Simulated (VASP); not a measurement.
**KSrCl3 in VASP 6.6.1, single-point calculation**

INCAR

```
NELM = 93
ISIF = 2
ENCUT = 520
ISMEAR = -1
LCHARG = .FALSE.
IBRION = -1
SIGMA = 0.02
EDIFF = 1E-5
NBANDS = 28
LASPH = .TRUE.
LWAVE = .FALSE.
GGA = PE
PREC = Accurate
NSW = 0
LREAL = .FALSE.
```

KPOINTS

```
KPOINTS created by Atomic Simulation Environment
0
Gamma
4 4 4
0 0 0
```

POSCAR

```
K  Sr Cl
 1.0000000000000000
     5.7207431412999998    0.0000000000000000    0.0000000000000000
     0.0000000000000000    5.7207431412999998    0.0000000000000000
     0.0000000000000000    0.0000000000000000    5.6187937929000000
 K   Sr  Cl
   1   1   3
Cartesian
  0.0000000000000000  0.0000000000000000  0.0000000000000000
  2.8603715706499999  2.8603715706499999  2.8093968964499996
  2.8603715706499999  2.8603715706499999  0.0000000000000000
  2.8603715706499999  0.0000000000000000  2.8093968964499996
  0.0000000000000000  2.8603715706499999  2.8093968964499996
```

The recommended PBE PAW datasets give the neutral cell 40 valence electrons.

Command

```
mpirun -np 1 vasp_std
```

OSZICAR

```
N       E                     dE             d eps       ncg     rms          rms(c)
DAV:   1     0.289899290778E+03    0.28990E+03   -0.17833E+04  1008   0.124E+03
DAV:   2     0.627219374016E+01   -0.28363E+03   -0.27752E+03  1264   0.281E+02
DAV:   3    -0.193908966077E+02   -0.25663E+02   -0.25580E+02  1456   0.791E+01
DAV:   4    -0.200473321451E+02   -0.65644E+00   -0.65500E+00  1616   0.122E+01
DAV:   5    -0.200738208845E+02   -0.26489E-01   -0.26485E-01  1472   0.146E+00    0.173E+01
DAV:   6    -0.193056111704E+02    0.76821E+00   -0.14863E+00  1228   0.471E+00    0.112E+01
DAV:   7    -0.191938162158E+02    0.11179E+00   -0.87167E-01  1472   0.389E+00    0.229E+00
DAV:   8    -0.191755975061E+02    0.18219E-01   -0.11623E-01  1344   0.151E+00    0.432E-01
DAV:   9    -0.191741294756E+02    0.14680E-02   -0.69180E-03  1404   0.464E-01    0.187E-01
DAV:  10    -0.191732207956E+02    0.90868E-03   -0.52120E-03  1388   0.491E-01    0.969E-02
DAV:  11    -0.191733373738E+02   -0.11658E-03   -0.10871E-03  1504   0.157E-01    0.497E-02
DAV:  12    -0.191733590789E+02   -0.21705E-04   -0.44238E-05  1268   0.398E-02    0.206E-02
DAV:  13    -0.191733653900E+02   -0.63112E-05   -0.70456E-06   964   0.170E-02
   1 F= -.19173365E+02 E0= -.19173365E+02  d E =-.875153E-13
```

Standard output (part)

```
POSCAR found type information on POSCAR K SrCl
 POSCAR found :  3 types and       5 ions
 LDA part: xc-table for (Slater+PW92), standard interpolation
 POSCAR, INCAR and KPOINTS ok, starting setup
 WAVECAR not read
 entering main loop
```

From OUTCAR

```
k-points           NKPTS =     18   k-points in BZ     NKDIM =     18   number of bands    NBANDS=     28

   NELECT =      40.0000    total number of electrons

   dimension x,y,z NGX =    48 NGY =   48 NGZ =   42
   dimension x,y,z NGXF=    96 NGYF=   96 NGZF=   84

  energy-cutoff  :      520.00
  volume of cell :      183.89
      direct lattice vectors                 reciprocal lattice vectors
     5.720743141  0.000000000  0.000000000     0.174802465  0.000000000  0.000000000
     0.000000000  5.720743141  0.000000000     0.000000000  0.174802465  0.000000000
     0.000000000  0.000000000  5.618793793     0.000000000  0.000000000  0.177974141

 k-points in reciprocal lattice and weights: KPOINTS created by Atomic Simulation Env
   0.00000000  0.00000000  0.00000000       0.016
   0.25000000  0.00000000  0.00000000       0.062
   0.50000000  0.00000000  0.00000000       0.031
   0.25000000  0.25000000  0.00000000       0.062
   0.50000000  0.25000000  0.00000000       0.062
   0.50000000  0.50000000  0.00000000       0.016
   0.00000000  0.00000000  0.25000000       0.031
   0.25000000  0.00000000  0.25000000       0.125
   ...

 E-fermi :  -1.2158

 k-point     1 :       0.0000    0.0000    0.0000
  band No.  band energies     occupation
      1     -34.0135      2.00000
      2     -30.5342      2.00000
      3     -16.1349      2.00000
      4     -16.1172      2.00000
      5     -16.1172      2.00000
      6     -14.3160      2.00000
      7     -14.1348      2.00000
      8     -14.1012      2.00000
      9     -13.9798      2.00000
     10     -13.9798      2.00000
     11     -13.9789      2.00000
     12      -2.8401      2.00000
     13      -2.8401      2.00000
     14      -2.8045      2.00000
     15      -2.1822      2.00000
     16      -2.1822      2.00000
     17      -2.1555      2.00000
     18      -2.0040      2.00000
     19      -2.0040      2.00000
     20      -1.9934      2.00000
     21       2.6463      0.00000
     22       4.3085      0.00000
     23       4.3191      0.00000
     24       4.3191      0.00000
     25       5.1976      0.00000
     26       5.2160      0.00000
     27       6.2276      0.00000
     28       6.2527      0.00000

 k-point     2 :       0.2500    0.0000    0.0000
  band No.  band energies     occupation
      1     -34.0133      2.00000
      2     -30.5341      2.00000
      3     -16.2398      2.00000
      4     -16.1344      2.00000
      5     -16.1167      2.00000
      6     -14.2932      2.00000
      7     -14.1249      2.00000
      8     -13.9797      2.00000
      9     -13.9788      2.00000
     10     -13.9680      2.00000
     11     -13.9365      2.00000
     12      -3.0241      2.00000
     13      -2.7870      2.00000
     14      -2.7507      2.00000
     15      -2.3695      2.00000
     16      -2.2684      2.00000
     17      -2.2460      2.00000
     18      -2.2248      2.00000
     19      -2.0463      2.00000
     20      -2.0330      2.00000
     21       3.1712      0.00000
     22       4.4157      0.00000
     23       4.7573      0.00000
     24       4.7682      0.00000
     25       5.2176      0.00000
     26       5.5643      0.00000
     27       6.2492      0.00000
     28       6.4199      0.00000

 ...

  Total       -0.3434373     -0.3434373      0.5731201      0.0000000     -0.0000000      0.0000000
  in kB       -2.9923336     -2.9923336      4.9935367      0.0000000     -0.0000000      0.0000000
  external PRESSURE =      -0.3303768 kB  Pullay stress =       0.0000000 kB

 POSITION                                       TOTAL-FORCE (eV/Angst)
 -----------------------------------------------------------------------------------
      0.00000      0.00000      0.00000         0.000000      0.000000      0.000000
      2.86037      2.86037      2.80940         0.000000      0.000000      0.000000
      2.86037      2.86037      0.00000         0.000000      0.000000      0.000000
      2.86037      0.00000      2.80940         0.000000      0.000000      0.000000
      0.00000      2.86037      2.80940         0.000000      0.000000      0.000000
 -----------------------------------------------------------------------------------
    total drift:                                0.000000     -0.000000     -0.000000

  FREE ENERGIE OF THE ION-ELECTRON SYSTEM (eV)
  ---------------------------------------------------
  free  energy   TOTEN  =       -19.1733653900 eV

  energy  without entropy=      -19.1733653900  energy(sigma->0) =      -19.17336539
```

It converged. Results: gap between bands v and c on the k mesh 4.43 eV; least direct gap on the k mesh 4.64 eV; pressure 0.0 GPa. Band v is the last that the valence electrons fill when counted band by band, and c is the next.

For comparison, a separate PBE run of the intended cell, on usual settings and not on those above, gives a gap of 4.43 eV on its mesh and a pressure of 0.0 GPa.

The run above took about 95 s on one core of a shared host (Intel Xeon Platinum 8488C) and held 0.34 GiB at most.
